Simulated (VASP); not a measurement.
VASP runs on Gd (hcp) share one base input (PBE GGA, plane waves, VASP's PBE PAW potentials (set 64)) and change the settings named in each case.

INCAR:
```
ALGO=Normal
EDIFF=1E-6
ENCUT=400
GGA=PE
ISIF=2
ISMEAR=1
LASPH=.TRUE.
LCHARG=.FALSE.
LMAXMIX=6
LREAL=.FALSE.
LWAVE=.FALSE.
NELM=100
PREC=Accurate
SIGMA=0.1
SYSTEM=Gd
```

### POSCAR
```
Gd
1
    1.8150000000    -3.1436720000     0.0000000000
    1.8150000000     3.1436720000     0.0000000000
    0.0000000000     0.0000000000     5.7800000000
Gd
2
Direct
  0.3333330000   0.6666670000   0.2500000000
  0.6666670000   0.3333330000   0.7500000000
```

KPOINTS:
```
K-points
0
gamma
  10 10 6
```

POTCAR, in this order: Gd_3 (PBE.64 set). Program: vasp_std.

```csv
change,E(σ→0) (eV/atom),pressure (GPa),−TS (eV)
base run,-4.5811,-0.03,0.0018
GGA = RE,-4.2912,1.22,0.0019
"GGA removed, LMIXTAU = .TRUE., METAGGA = SCAN",-45.8823,-1.40,0.0020
IVDW = 11,-4.9441,-2.07,0.0018
"AGGAC = 0.0, GGA = BO, LUSE_VDW = .TRUE., PARAM1 = 0.1833333333, PARAM2 = 0.22",-1.9215,-1.39,0.0012
IVDW = 12,-5.0262,-2.25,0.0018
GGA = AM,-4.7783,-1.87,0.0019
```
 Energies of different potentials or functionals have different zeros. The 4f electrons are frozen in the core of the lanthanide potential, so 4f levels, which can set the real gap, and their magnetism are missing.

Left out are runs that ran out of time, are held back, or changed the cell or the kind of run, fixed moments of cells without a moment, rows past the twelfth, gaps on odd meshes, pressures of charged cells and columns that move by less than the noise.

The compound is Gd in the hcp structure. The cell was not relaxed at this level.
